Whoever identifies a cubic boron nitride coating by its Raman or infrared lines must decide which calculated frequencies to hold against the spectrum. Of the twelve values below, only the group of three near 1029 cm⁻¹ serves directly, as the transverse optical line. The others that lie well above zero are real vibrations of the crystal, but they belong to a different wave vector from the one that light excites in first order. Even the triplet can be expected to lie slightly below the measured line, since PBE tends to make bonds a little too soft.

Harmonic phonon frequencies of cubic BN in a four-atom cell, calculated with VASP 6.6.1 using PBE and the recommended PAW potentials, a 520 eV cutoff, a 6×6×6 k mesh and Gaussian smearing of 0.05 eV. Phonon q row 1 is the zero wave vector of this cell; negative values stand for imaginary frequencies.

```csv
row,phonon q row (row),phonon frequency (cm⁻¹)
1,1,-0.1
2,1,0.0
3,1,0.0
4,1,482.3
5,1,482.3
6,1,957.6
7,1,970.2
8,1,970.2
9,1,1029.1
10,1,1029.1
11,1,1029.4
12,1,1123.8
```

The reason lies in the cell. The smallest repeating unit of cubic BN has two atoms and six modes, whereas this cell has four atoms and twelve. Its edges and angles show that it holds two double layers of B and N, stacked along a body diagonal of the cube. A motion in which neighbouring double layers move in opposite directions therefore fits into the cell, and it appears at the cell's zero wave vector although in the crystal it belongs to the zone-boundary point L.

Symmetry then sorts the list. At the true zone centre, Γ, this crystal has three uniform shifts with no restoring force, which are the values near zero, and three equal optical modes, in which B moves against N. The minus sign in the first row would mark an imaginary frequency, but at this size it is a numerical residue and no instability. The six remaining modes belong to L, where, of the crystal's rotation axes, only the threefold one along the stacking direction survives. Sideways motions come there in equal pairs, at 482 and 970 cm⁻¹, and motions along the axis come singly, at 958 and 1124 cm⁻¹.

The striking value is the pair at 482 cm⁻¹, less than half the frequency of the triplet. Each atom has one bond that stands upright between double layers and three slanted bonds within its own layer. When whole double layers slide sideways against each other, the slanted bonds keep their shape and the upright bond merely tilts, which to first order doesn't change its length. What resists the sliding should be mainly the stiffness of the bond angles. Since the square of a frequency measures restoring force per mass, the resistance per mass is about 22% of that in the triplet.

In the upper sideways pair, B and N within a double layer move against each other and stretch the slanted bonds. These three bonds together supply as much sideways stiffness as all four bonds supply in the triplet. If bonds resisted only stretching, the upper pair would thus equal the triplet and the lower pair would fall to zero. The calculation puts the upper pair about 6% below the triplet, close to this estimate, though other forces may partly cancel there. The lower pair shows more plainly what bond stretching leaves out.

The same picture can be worked out for motion along the axis. Let k be the stretching stiffness of one bond. The upright bond acts with k; each slanted bond has a third of its length along the axis, so that three of them act with 3 × (1/3)² k = k/3. Let x be the square of a frequency at L divided by the square of the triplet frequency. For a chain with these two alternating springs and masses of 11 and 14, the two values of x add up to 1, and their product is

¾ × 11 × 14 / (11 + 14)² ≈ 0.18.

This gives x ≈ 0.24 and 0.76, or about 509 and 895 cm⁻¹. Only the triplet set the scale; the modes at L had no part in it.

Here the picture fails badly, for the calculated axial modes lie at 958 and 1124 cm⁻¹. One cause is electrical. B and N carry opposite charges, and a longitudinal vibration builds up an electric field that stiffens it. At L the field alternates from layer to layer inside the cell and is part of the calculation, but the uniform field of the longitudinal mode at Γ is left out, so all three optical modes there stay together. The step from 1029 up to 1124 cm⁻¹ is therefore no rise of a single branch, and the 1124 cm⁻¹ mode must not be taken for the longitudinal Raman line, which lies at roughly 1300 cm⁻¹.

The field alone doesn't close the gap. Even with that rough value as the reference, the squares of the two axial frequencies add up to 29% more than its square, as the printed output shows. If, apart from the field, forces acted only between unlike atoms, the sum should come out close to that square. Short-range forces between like atoms therefore very likely take part too. Angle stiffness isn't enough for this. In an axial motion the upright bond keeps its direction, so the angles change only when B and N shift against each other within a double layer. Angle stiffness thus merely strengthens the weaker spring of the chain, which draws the two axial modes together but doesn't raise the sum of their squares above the reference. The missing part should link like atoms in neighbouring double layers. Direct repulsion between them is one candidate, and a coupling between the stretches of two bonds that share an atom is another. The table can't tell the two apart.

The triplet itself is split by 0.3 cm⁻¹, which cubic symmetry forbids. The split is numerical, and its pattern of two plus one suggests that the coarse k mesh of the elongated cell treats the stacking direction differently from the other body diagonals of the cube.

The analysis program printed:

```
Height of the cell along the threefold axis, angstrom: 4.184
Number of B-N double layers in that height (each 4/3 of a bond): 1.999
Number of modes near zero: 3
Number of modes in the group near 1029 cm-1: 3
Number of remaining modes, assigned to L: 6
Mean of the triplet, cm-1: 1029
Spread within the triplet, cm-1: 0.3
Lower sideways pair at L as a fraction of the triplet: 0.4686
Square of that fraction (share of stiffness per mass): 0.2196
Upper sideways pair at L below the triplet, cm-1: 59
Upper sideways pair at L below the triplet, percent: 5.733
Highest mode above the triplet, cm-1: 94.6
Stretch-only estimate of the lower axial mode at L, cm-1: 509.1
Computed lower axial mode less the estimate, cm-1: 448.5
Stretch-only estimate of the upper axial mode at L, cm-1: 894.5
Computed upper axial mode less the estimate, cm-1: 229.3
Sum of squares of the two sideways frequencies at L over the triplet squared (stretch-only: 1): 1.108
Sum of squares of the two axial frequencies at L over the triplet squared (stretch-only: 1): 2.058
Same axial sum over the square of a rough recalled 1300 cm-1: 1.29
```
